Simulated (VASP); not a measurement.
Input:

```
CELL_PARAMETERS angstrom
      0.00000     3.07639     3.07639
      3.07639     0.00000     3.07639
      3.07639     3.07639     0.00000
ATOMIC_POSITIONS crystal
  Pb 0.00000 0.00000 0.00000
  Se 0.50000 0.50000 0.50000
```

Level of theory: PBE GGA, VASP's PBE PAW potentials (set 64) (plane waves; VASP 6.6.1). Run with 520 eV cut-off, 7×7×7 Γ-centred mesh, Gaussian smearing of 0.050 eV, potentials Pb_d Se.

Q: Give the stress tensor in GPa (positive for a compressed cell).

A: 
```
1.52  0.00  0.00
0.00  1.52  0.00
0.00  0.00  1.52
```
The pressure is its mean diagonal, 1.52 GPa.

The compound is PbSe in the rock salt structure. This cell is one point of a volume scan, at 0.97 of the reference volume.
